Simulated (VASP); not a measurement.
A run of VASP 6.6.1:

Contents of INCAR:

```
SYSTEM = LiTi
PREC = Accurate
ENCUT = 520
EDIFF = 1E-7
ISMEAR = -1
SIGMA = 0.05
LREAL = .FALSE.
LASPH = .TRUE.
NELM = 60
ALGO = Normal
ISIF = 2
LWAVE = .FALSE.
LCHARG = .FALSE.
LDIPOL = .TRUE.
IDIPOL = 3
DIPOL = 0.5 0.5 0.294
GGA = PE
IVDW = 11
IBRION = 2
NSW = 40
EDIFFG = -0.01
```

File KPOINTS:

```
regular mesh
0
G
  7 7 1
  0 0 0
```

File POSCAR:

```
LiTi
1.0
    3.6389800000      0.0000000000      0.0000000000
    0.0000000000      3.6389800000      0.0000000000
    0.0000000000      0.0000000000     23.8000000000
Li Ti
1 1
Selective dynamics
Direct
    0.0000000000      0.0000000000      0.2941200000  F F F
    0.5000000000      0.5000000000      0.2941200000  T T T
```

Potentials or basis: VASP PAW PBE potentials, release 64 (Li_sv, Ti_sv).

The run is started by

```bash
$ cat potpaw_PBE.64/Li_sv/POTCAR potpaw_PBE.64/Ti_sv/POTCAR > POTCAR
$ mpirun -np 1 vasp_std > vasp.out
```

Hardware: 1 thread of Intel(R) Xeon(R) Platinum 8375C CPU @ 2.90GHz (Ice Lake), on a shared host.

Question: How long does it take, and how much memory?

Answer: It took 58 s on 1 thread of Intel(R) Xeon(R) Platinum 8375C CPU @ 2.90GHz (Ice Lake), with other jobs on the host, peak memory 0.38 GiB. Counts: scf iterations 24, k points 10, ion steps 1.
